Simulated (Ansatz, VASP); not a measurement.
# Cross-check of GaSbN2 (CuAu-ordered zincblende type (invented)) between VASP and Ansatz, part 2 of 2

Wanted: the spread between two codes on one cell, functional and k mesh. The cell is generated by rule, not measured, and may not be a known phase. Of the first pair: The two relaxations start from unlike cells of this crystal (the structure described is Ansatz's start), so only their ends are compared.

VASP 6.6.1 and Ansatz 0.2.0.

So far: The starting structure; Ansatz: relaxation of cell and atoms, LDA, pair 1; VASP: relaxation of cell and atoms, LDA, pair 1; Differences.

## 5. VASP: relaxation of cell and atoms, LDA, pair 2

Level of this step: LDA; plane waves and PAW (Ga_d, Sb, N); invented cell (VASP).

The relaxed volume is the usual yardstick between codes: in a stiff, nearly cubic crystal its relative difference is about their pressure difference at one cell divided by the bulk modulus. Its start cell is another than that of the pair before, and may be another structure of the material.

Input file INCAR:

```
SYSTEM = GaSbN2
PREC = Accurate
ENCUT = 600
EDIFF = 1E-07
NELM = 120
ISMEAR = 0
SIGMA = 0.1
LREAL = .FALSE.
ALGO = Normal
GGA = CA
NBANDS = 20
LORBIT = 11
LWAVE = .FALSE.
LCHARG = .FALSE.
ISIF = 3
IBRION = 2
NSW = 80
EDIFFG = -0.005
LASPH = .TRUE.
GGA_COMPAT = .FALSE.
NELMIN = 4
```

Input file POSCAR:

```
GaSbN2
1.0
    3.3066560000      0.0000000000      0.0000000000
    0.0000000000      3.3066560000      0.0000000000
    0.0000000000      0.0000000000      5.1701840000
Ga Sb N
1 1 2
Direct
    0.0000000000      0.0000000000      0.0000000000
    0.5000000000      0.5000000000      0.5000000000
    0.0000000000      0.5000000000      0.1992971623
    0.5000000000      0.0000000000      0.8007028377
```

Input file KPOINTS:

```
Automatic mesh
0
Gamma
12 12 8
0 0 0
```

Potentials, in the order of the species: Ga_d, Sb and N (LDA family, release 64).

Started as:

```
> mpirun -np 1 vasp_std
```

Numbers of over 12 decimals in the logs are rounded to 6 here.

The log of the run:

```text
[... set-up lines as in an earlier step ...]
 entering main loop
       N       E                     dE             d eps       ncg     rms          rms(c)
DAV:   1     0.231129338994E+03    0.23113E+03   -0.14489E+04  5888   0.206E+03
DAV:   2    -0.100551426216E+01   -0.23213E+03   -0.22269E+03  6560   0.460E+02
DAV:   3    -0.289729744037E+02   -0.27967E+02   -0.27105E+02  6716   0.127E+02
DAV:   4    -0.301522730953E+02   -0.11793E+01   -0.11688E+01  6948   0.271E+01
[...]
DAV:  14    -0.253315866111E+02    0.28369E-06   -0.19739E-06  6968   0.112E-02    0.951E-03
DAV:  15    -0.253315860531E+02    0.55800E-06   -0.10855E-06  7416   0.138E-02    0.242E-03
DAV:  16    -0.253315860480E+02    0.51919E-08   -0.20702E-07  4932   0.342E-03
   1 F= -.25331586E+02 E0= -.25327831E+02  d E =-.253316E+02
[... from here on, the cycles between the ionic steps are left out ...]
   2 F= -.25331779E+02 E0= -.25327993E+02  d E =-.192844E-03
   3 F= -.25331781E+02 E0= -.25327998E+02  d E =-.195093E-03
   4 F= -.25331847E+02 E0= -.25328050E+02  d E =-.659645E-04
   5 F= -.25331851E+02 E0= -.25328052E+02  d E =-.702922E-04
   6 F= -.25331851E+02 E0= -.25328046E+02  d E =-.698307E-04
   7 F= -.25331853E+02 E0= -.25328051E+02  d E =-.715749E-04
   8 F= -.25331871E+02 E0= -.25328054E+02  d E =-.186993E-04
   9 F= -.25331884E+02 E0= -.25328039E+02  d E =-.316790E-04
[...]
reached required accuracy - stopping structural energy minimisation
```

Parts of OUTCAR (step 5):

```text
  Total        0.0002105      0.0002105      0.0001245      0.0000000      0.0000000      0.0000000
  in kB        0.0059608      0.0059608      0.0035257      0.0000000      0.0000000      0.0000000
  external PRESSURE =       0.0051491 kB  Pullay stress =       0.0000000 kB

 POSITION                                       TOTAL-FORCE (eV/Angst)
 -----------------------------------------------------------------------------------
      0.00000      3.30340      0.00000        -0.000000     -0.000000      0.000000
      1.65170      1.65170      2.59257         0.000000      0.000000      0.000000
     -0.00000      1.65170      1.03692        -0.000000      0.000000      0.000119
      1.65170      0.00000      4.14821         0.000000      0.000000     -0.000119
 -----------------------------------------------------------------------------------
    total drift:                               -0.000000      0.000000     -0.000000

  FREE ENERGIE OF THE ION-ELECTRON SYSTEM (eV)
  ---------------------------------------------------
  free  energy   TOTEN  =       -25.3318843946 eV

  energy  without entropy=      -25.3241935998  energy(sigma->0) =      -25.32803900

[... 1 part as in an earlier step ...]

[... 3 further parts left out ...]
[key lines of the parts left out:]
E-fermi :   7.6692
```

## 6. Ansatz: relaxation of cell and atoms, LDA, pair 2

The same cell, functional (in two slightly different forms), mesh and smearing now go to Ansatz, which takes its cutoff from its data sets.

The cell is taken from a series of runs on this material, whose earlier steps may have relaxed, scaled, displaced or heated it; both programs get it as it stands.

Input file input.yaml:

```yaml
crystal:
  lattice:
    - [3.3066557906, 0.0, 0.0]
    - [0.0, 3.3066557906, 0.0]
    - [0.0, 0.0, 5.1701835672]
  atoms:
    - { symbol: Ga, position: [0.0, 0.0, 0.0] }
    - { symbol: Sb, position: [0.5, 0.5, 0.5] }
    - { symbol: "N", position: [0.0, 0.5, 0.1992971811] }
    - { symbol: "N", position: [0.5, 0.0, 0.8007028189] }
kpoints:
  mp_grid: { grid: [12, 12, 8] }
hamiltonian:
  xc: lda
scf:
  occupations: { method: gaussian, width: 0.1 }
output:
  forces: true
  stress: true
  eigenvalues: true
relax:
  adjacent_minimum: "off"
  f_tol: 0.005
  max_steps: 80
  cell: { stress_tol: 0.05 }
```

Started as:

```
> ansatz run input.yaml --threads 2 --pin off --max-ram 5120MiB --backend cpu --events-out ev --progress --plain --runs-dir out
```

The log of the run:

```text
[...]
Crystal: 4 atoms, lattice volume = 56.531 Å³
Basis set: ecut = 420 eV, 1113 PW (Γ)
Bands: 23, of which v1, the nominal top of the filled ones, is band 19 counted from 1 (18 counted from 0)
Symmetry: 8 space group operations
[...]
k-points: 140 of 1152 (time reversal used)
[...]
--- Relaxed structure (3 steps of the walk, 3 accepted, 1 SCFs on fresh bases) ---
[...]
cell:  # Å, volume = 56.4665 Å³
    - [3.301324, 0, 0]
    - [0, 3.301324, 0.0]
    - [0, 0.0, 5.181011]
  atoms:
    - { symbol: Ga, position: [0, 0, 0.0] }
    - { symbol: Sb, position: [0.5, 0.5, 0.5] }
    - { symbol: N, position: [0, 0.5, 0.199391] }
    - { symbol: N, position: [0.5, 0, 0.800609] }
[key lines of the parts left out:]
SCF converged after 7 iterations
Free energy (F): -10789.175150 eV
Fermi energy:    11.183710 eV
P = ⅓ Tr σ = -0.0043 GPa (-0.043 kbar)
```

## 7. Comparison

What differs besides the data sets and the points named for the pairs above, as far as they apply: the data sets hold 38 valence electrons in Ansatz (on its default PAW (the set named soft_2) files) and 28 in VASP. Total energies have different zeros and are not compared.

Compared:

| quantity | Ansatz | VASP | difference |
| --- | --- | --- | --- |
| volume (Å³) | 56.47 | 56.58 | -0.21 % |
| edge a after relaxation, in the typed setting (Å) | 3.301 | 3.303 | -0.06 % |
| edge c after relaxation, in the typed setting (Å) | 5.181 | 5.185 | -0.08 % |

## 8. Summary of results

```yaml
difference_in_edge_c_after_relaxation_in_the_typed_setting_relaxation_of_cell_and_atoms_lda_pair_1: -0.24 %
difference_in_volume_relaxation_of_cell_and_atoms_lda_pair_2: -0.21 %
```

**Reading.** The difference in edge c after relaxation, in the typed setting is -0.24 % (relaxation of cell and atoms, LDA, pair 1), within the 1.2 % picked in this series as the mark of a large difference, as far as the stopping tolerances let one tell. The data sets hold unlike numbers of valence electrons (38 in Ansatz and 28 in VASP), so part of the differences comes from the potentials. Such differences can come from data sets, numerical settings and the points named under the comparisons, not from the functional's error against experiment.

[Lines on the potential files, build, host, timing and source positions are cut from VASP's logs without a mark.]

[Logs are printed without paths, hosts, clocks, repeated set-up lines and the standing remarks that a program may print on its own settings, such as how far it seeks lower states.]

[Hosts, paths, dates, database ids (printed as entryN), source tags and the programs' standing remarks are cut or masked in the printed files.]
